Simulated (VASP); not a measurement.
An input for Quantum ESPRESSO's pw.x (written as the equivalent of a VASP run, and not itself run):

```
&CONTROL
  calculation = 'vc-relax'
  pseudo_dir = './pseudo'
  outdir = './out'
  tprnfor = .true.
  tstress = .true.
  nstep = 60
  forc_conv_thr = 0.00078
/
&SYSTEM
  ibrav = 0
  nat = 3
  ntyp = 2
  ecutwfc = 88
  occupations = 'smearing'
  smearing = 'gaussian'
  degauss = 0.003675
  input_dft = 'vdw-df-ob86'
/
&ELECTRONS
  conv_thr = 7.3e-08
  electron_maxstep = 100
/
&IONS
/
&CELL
/
ATOMIC_SPECIES
  Na 22.990 Na.upf
  S 32.060 S.upf
CELL_PARAMETERS angstrom
    -0.0000000    3.2613233    3.2613233
     3.2613233   -0.0000000    3.2613233
     3.2613233    3.2613233    0.0000000
ATOMIC_POSITIONS crystal
  Na   0.2500000  0.2500000  0.2500000
  Na   0.7500000  0.7500000  0.7500000
  S    0.0000000  1.0000000  0.0000000
K_POINTS automatic
  5 5 5 0 0 0
```

Problem. Translate this input to VASP (INCAR, KPOINTS, POSCAR, choice of POTCAR).

Solution. One answer among several that fit: 
File POSCAR:
```
Na2S
1.0
  0.0000000000   3.2613232805   3.2613232805
  3.2613232805   0.0000000000   3.2613232805
  3.2613232805   3.2613232805   0.0000000000
Na S
2 1
Cart
  1.6306616403   1.6306616403   1.6306616403
  4.8919849207   4.8919849207   4.8919849207
  3.2613232805   0.0000000000   3.2613232805
```

**INCAR**
```
SYSTEM = Na2S
PREC = Accurate
ENCUT = 520
EDIFF = 1E-6
NELM = 100
ALGO = Normal
LREAL = .FALSE.
LASPH = .TRUE.
ISMEAR = 0
SIGMA = 0.05
GGA = MK
PARAM1 = 0.1234
PARAM2 = 1.0
LUSE_VDW = .TRUE.
AGGAC = 0.0
LWAVE = .FALSE.
LCHARG = .FALSE.
IBRION = 2
ISIF = 3
NSW = 60
EDIFFG = -0.02
```

### KPOINTS
```
Automatic mesh
0
Gamma
5 5 5
0 0 0
```

POTCAR, in this order: Na_pv S (PBE.64 set). Program: vasp_std.

What does not carry over: the potentials are each code's own (VASP's PAW set, PseudoDojo norm-conserving files in pw.x), so ENCUT and ecutwfc are chosen apart and not converted; conv_thr bounds pw.x's estimated SCF error, while EDIFF bounds the energy change between steps; forc_conv_thr acts on force components and is met together with etot_conv_thr.

The compound is Na2S in the antifluorite structure. It was relaxed first. The start is the result of an earlier pass.
